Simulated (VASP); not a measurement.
All values below come from PBEsol GGA, VASP's PBE PAW potentials (set 64) (plane waves; VASP 6.6.1).

The input files of a VASP run:

### INCAR
```
# general
SYSTEM   =  GaSb
PREC     =  Accurate
ENCUT    =  500
LREAL    =  .FALSE.   # projection in real space or not
LASPH    =  .TRUE.

# electronic loop
EDIFF    =  1E-6   # SCF stop (eV)
NELM     =  100   # most electronic steps
ALGO     =  Normal
LMAXMIX  =  4

# smearing
ISMEAR   =  0
SIGMA    =  0.05   # width (eV)

# functional
GGA      =  PS   # PBEsol

# ions
IBRION   =  2
NSW      =  40
ISIF     =  3
EDIFFG   =  -0.02   # ionic stop
PSTRESS  =  50

# output
LWAVE    =  .FALSE.
LCHARG   =  .FALSE.
```

POSCAR:
```
GaSb
1.0
  0.0000000000   2.9770782973   2.9770782973
  2.9770782973   0.0000000000   2.9770782973
  2.9770782973   2.9770782973   0.0000000000
Ga Sb
1 1
Direct
  0.0000000000   0.0000000000   0.0000000000
  0.2500000000   0.2500000000   0.2500000000
```

**KPOINTS**
```
Automatic
0
gamma
  8 8 8
0 0 0
```

POTCAR, in this order: Ga_d Sb (PBE.64 set). Program: vasp_std.

What VASP printed:

**OSZICAR**
```
       N       E                     dE             d eps       ncg     rms          rms(c)
DAV:   1     0.779265337467E+02    0.77927E+02   -0.87695E+03   762   0.168E+03
DAV:   2    -0.248456702801E+01   -0.80411E+02   -0.78644E+02   834   0.314E+02
DAV:   3    -0.809929773564E+01   -0.56147E+01   -0.55931E+01   949   0.722E+01
DAV:   4    -0.820296997872E+01   -0.10367E+00   -0.10364E+00   884   0.110E+01
DAV:   5    -0.820542350023E+01   -0.24535E-02   -0.24530E-02   942   0.150E+00    0.350E+00
DAV:   6    -0.811775801294E+01    0.87665E-01   -0.10202E-01   997   0.650E+00    0.207E+00
DAV:   7    -0.808477250312E+01    0.32986E-01   -0.64423E-02   889   0.260E+00    0.386E-01
DAV:   8    -0.808490880993E+01   -0.13631E-03   -0.57227E-03   976   0.115E+00    0.124E-01
DAV:   9    -0.808516276075E+01   -0.25395E-03   -0.51571E-04   797   0.190E-01    0.412E-02
DAV:  10    -0.808515252127E+01    0.10239E-04   -0.20525E-05   988   0.426E-02    0.105E-02
DAV:  11    -0.808516230583E+01   -0.97846E-05   -0.12290E-05   829   0.270E-02    0.330E-03
DAV:  12    -0.808516249307E+01   -0.18724E-06   -0.38841E-07   577   0.587E-03
   1 F= -.64382892E+01 E0= -.64382892E+01  d E =-.643829E+01
```

### OUTCAR
```
------------------------ aborting loop because EDIFF is reached ----------------------------------------
  FORCE on cell =-STRESS in cart. coord.  units (eV):
  Direction    XX          YY          ZZ          XY          YZ          ZX
  --------------------------------------------------------------------------------------
  Total        1.6297646      1.6297646      1.6297646      0.0000000     -0.0000000     -0.0000000
  in kB       49.4805691     49.4805691     49.4805691      0.0000000     -0.0000000     -0.0000000
  external PRESSURE =      -0.5194309 kB  Pullay stress =      50.0000000 kB
  volume of cell :       52.77
      direct lattice vectors                 reciprocal lattice vectors
     0.000000000  2.977078297  2.977078297    -0.167949899  0.167949899  0.167949899
     2.977078297  0.000000000  2.977078297     0.167949899 -0.167949899  0.167949899
     2.977078297  2.977078297  0.000000000     0.167949899  0.167949899 -0.167949899
  FREE ENERGIE OF THE ION-ELECTRON SYSTEM (eV)
  ---------------------------------------------------
  free  energy   TOTEN  =        -8.0851624931 eV

  energy  without entropy=       -8.0851624931  energy(sigma->0) =       -8.08516249
  enthalpy is  TOTEN    =        -6.4382891957 eV   P V=        1.6468732974

 reached required accuracy - stopping structural energy minimisation
```
(Selected blocks of OUTCAR.)

The compound is GaSb in the zinc blende structure. It was relaxed first under an external pressure of 5 GPa.
